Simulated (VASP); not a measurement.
Data:

```
Be
1.0
    2.26047     0.00000     0.00000
   -1.13023     1.95762     0.00000
    0.00000     0.00000     3.55134
Be
2
Cartesian
  1.13024   0.65254   2.66350
  0.00000   1.30508   0.88783
```

These are PBEsol GGA, VASP's PBE PAW potentials (set 64) (plane waves; VASP) values and carry that method's errors. Numerical set-up: PREC = Normal, EDIFF = 1E-5, 400 eV cut-off, 21×21×12 Γ-centred mesh, first-order Methfessel-Paxton smearing of 0.10 eV, potentials Be.

Problem. What does the run give for the energy per atom (σ→0), band gap (on the k-mesh) with the smallest direct gap where there is one?

Solution. 
```json
{
 "band gap (on the k-mesh)": "none (metal, semimetal or under 0.01 eV)",
 "energy per atom (σ→0)": "-3.995 eV/atom"
}
```

Total energies compare only between runs with the same potentials, cut-off and functional.

The compound is Be in the hcp structure. It was relaxed first.
